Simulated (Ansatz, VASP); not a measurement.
# Two plane-wave programs on Si8TeO15 (a cell with a defect)

```xyz
24
Lattice="0.0000 4.9926 6.9339 4.9926 0.0000 6.9339 4.9926 4.9926 0.0000" Properties=species:S:1:pos:R:3 pbc="T T T"
Si    3.2048    3.4537    3.6573
Si    8.5455    8.4363   10.3686
Si    3.9360    0.8549    5.2948
Si    4.0233    6.0659    5.1114
Si    5.8734    4.0912    8.7806
Si    6.4138    9.0123    8.5411
Si    1.5421    1.6273   -0.0049
Si    6.5417    6.4537    7.0313
Te    4.0676    3.6014    1.3945
O     4.2785    3.9481    9.0123
O     5.4470    6.2898    5.8432
O     5.3961    6.1982   12.8038
O     3.7485    4.4890    4.7998
O     9.0101    9.3452   11.6161
O     6.2024    3.0919    7.5390
O     6.9592    8.0033    7.3595
O     1.7713    0.5708    1.2148
O     6.1396    5.6442    8.3856
O     1.6163    3.7024    3.2702
O     6.9579    8.6377   10.0394
O     7.8903    5.7662    6.5075
O     2.8916    6.7049    6.0595
O     3.4054    1.9430    4.2181
O     8.9537    6.8849   10.6367
```

Alike in both runs: functional PBE; k mesh 3 × 3 × 3; occupations fermi-dirac, width 0.01 eV; no spin polarisation.

Ansatz relaxed the structure, and its values are those at the end. VASP's run is a single point on that final structure, the one shown.

|  | VASP | Ansatz |
| --- | --- | --- |
| version | VASP 6.6.1 | Ansatz 0.2.0 |
| potentials or method | VASP PAW PBE potentials, release 64 (Si, Te, O) | plane-wave PAW, scalar-relativistic |
| plane-wave cutoff (eV) | 520 | 420 |
| valence electrons in the cell | 128 | 138 |

VASP gave:

| Item | Value |
| --- | --- |
| gap on the k mesh at the Fermi level (eV) | 3.47 |
| pressure (GPa) | 5.2 |
| rms of the force components (eV/Å) | 0.016 |

What did Ansatz give for the same quantities?

gap on the k mesh at the Fermi level (eV): 3.46; pressure (GPa): 5.0; rms of the force components (eV/Å): 0.003.

With one functional, cell and mesh, what is left measures potentials, basis and numerics. The two sets of potentials don't hold the same shells in valence. Ansatz warned: «gradients_without_spin_orbit».

Caveats: spin-orbit coupling is left out, which moves the levels of the heavy elements.
